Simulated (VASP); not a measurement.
Output of a VASP run:

File OSZICAR:
```
       N       E                     dE             d eps       ncg     rms          rms(c)
DAV:   1     0.505612046128E+03    0.50561E+03   -0.16842E+04 17800   0.673E+02
DAV:   2    -0.115834968858E+02   -0.51720E+03   -0.46822E+03 17832   0.230E+02
DAV:   3    -0.685914951702E+02   -0.57008E+02   -0.54512E+02 21904   0.772E+01
DAV:   4    -0.711592182607E+02   -0.25677E+01   -0.25441E+01 20608   0.143E+01
DAV:   5    -0.711975104012E+02   -0.38292E-01   -0.38284E-01 20060   0.165E+00    0.322E+01
DAV:   6    -0.545971127839E+02    0.16600E+02   -0.43369E+00 24332   0.346E+01    0.123E+01
DAV:   7    -0.539696088957E+02    0.62750E+00   -0.28189E+00 20784   0.115E+01    0.890E+00
DAV:   8    -0.541212342492E+02   -0.15163E+00   -0.27579E-01 21160   0.835E+00    0.645E+00
DAV:   9    -0.536972182659E+02    0.42402E+00   -0.21922E-01 20120   0.387E+00    0.215E+00
DAV:  10    -0.536624389285E+02    0.34779E-01   -0.30183E-02 23168   0.113E+00    0.568E-01
DAV:  11    -0.536604130515E+02    0.20259E-02   -0.59726E-03 20860   0.329E-01    0.263E-01
DAV:  12    -0.536601872619E+02    0.22579E-03   -0.24120E-04 23976   0.126E-01    0.542E-02
DAV:  13    -0.536602016080E+02   -0.14346E-04   -0.14629E-04 18956   0.668E-02    0.296E-02
DAV:  14    -0.536602053242E+02   -0.37162E-05   -0.10079E-05 20248   0.103E-02    0.935E-03
DAV:  15    -0.536602044481E+02    0.87617E-06   -0.39243E-07 20492   0.800E-03    0.305E-03
DAV:  16    -0.536602043545E+02    0.93579E-07   -0.13306E-07 20412   0.126E-03
   1 F= -.55141252E+02 E0= -.55141252E+02  d E =-.776838E-28
 imaginary and real dielectric function
```

File OUTCAR:
```
------------------------ aborting loop because EDIFF is reached ----------------------------------------
 Edisp (eV)   -1.48105
  FORCE on cell =-STRESS in cart. coord.  units (eV):
  Direction    XX          YY          ZZ          XY          YZ          ZX
  --------------------------------------------------------------------------------------
  Total       0.06032     0.06032    -0.00030     0.00000     0.00000     0.00000
  in kB       1.53714     1.53714    -0.00773     0.00000     0.00000     0.00000
  external pressure =        1.02 kB  Pullay stress =        0.00 kB
  volume of cell :       62.87
      direct lattice vectors                 reciprocal lattice vectors
     4.609716778  0.000000000  0.000000000     0.216933067  0.000000000  0.000000000
     0.000000000  4.609716778  0.000000000     0.000000000  0.216933067  0.000000000
     0.000000000  0.000000000  2.958744976     0.000000000  0.000000000  0.337981140
 POSITION                                       TOTAL-FORCE (eV/Angst)
 -----------------------------------------------------------------------------------
      0.00000      0.00000      0.00000         0.000000      0.000000      0.000000
      2.30486      2.30486      1.47937         0.000000      0.000000      0.000000
      1.40279      1.40279      0.00000        -0.004000     -0.004000      0.000000
      0.90207      3.70765      1.47937         0.004000     -0.004000      0.000000
      3.20693      3.20693      0.00000         0.004000      0.004000      0.000000
      3.70765      0.90207      1.47937        -0.004000      0.004000      0.000000
 -----------------------------------------------------------------------------------
    total drift:                                0.000000      0.000000      0.000000
  FREE ENERGIE OF THE ION-ELECTRON SYSTEM (eV)
  ---------------------------------------------------
  free  energy   TOTEN  =       -55.1412520316 eV

  energy  without entropy=      -55.1412520316  energy(sigma->0) =      -55.14125203

 plasma frequency squared (from intraband transitions) (eV^2)
  --------------------------------------------------------------------------------------
       0.000       0.000       0.000
       0.000       0.000       0.000
       0.000       0.000       0.000

 plasma frequency squared (from interband transitions, int dw w eps(2)(w)) (eV^2)
  --------------------------------------------------------------------------------------
     710.790       0.000      -0.000      -0.000       0.000       0.000
      -0.000       0.000     710.790       0.000       0.000       0.000
       0.000       0.000       0.000       0.000     713.132       0.000
```
(Selected blocks of OUTCAR.)

File POSCAR:
```
TiO2
1
    4.6097167779    -0.0000000000     0.0000000000
    0.0000000000     4.6097167779     0.0000000000
    0.0000000000     0.0000000000     2.9587449759
Ti O
2 4
Direct
  0.0000000000   1.0000000000   0.0000000000
  0.5000000000   0.5000000000   0.5000000000
  0.3043115918   0.3043115918   0.0000000000
  0.1956884082   0.8043115918   0.5000000000
  0.6956884082   0.6956884082   0.0000000000
  0.8043115918   0.1956884082   0.5000000000
```

Question: Reconstruct the remaining input files.

Answer: This is not unique; one that fits is the input of the run itself, PBE GGA with D3 dispersion (Becke-Johnson damping), plane waves, VASP's PBE PAW potentials (set 64).

**KPOINTS**
```
Automatic mesh
0
Gamma
9 9 13
0 0 0
```

**INCAR**
```
# general
SYSTEM  = TiO2
PREC    = Accurate
ENCUT   = 520   # plane-wave cut-off (eV)
LREAL   = F   # projection in real space or not
LASPH   = T
NBANDS  = 84

# electronic loop
EDIFF   = 1E-7   # SCF stop (eV)
NELM    = 100
ALGO    = Normal
LMAXMIX = 4

# smearing
ISMEAR  = 0   # Gaussian
SIGMA   = 0.01   # width (eV)

# functional
GGA     = PE   # PBE
IVDW    = 12

# output
LWAVE   = F
LCHARG  = F
NEDOS   = 1001   # DOS grid

# other
LOPTICS = T
CSHIFT  = 0.1
```

POTCAR, in this order: Ti_sv O (PBE.64 set). Program: vasp_std.

The dielectric response may not be converged in the k-mesh; for small gaps it tends to come out too large.

The structure comes from a measured TiO2 entry (P4_2/mnm) of the Crystallography Open Database, whose conditions weren't checked. It was relaxed first.
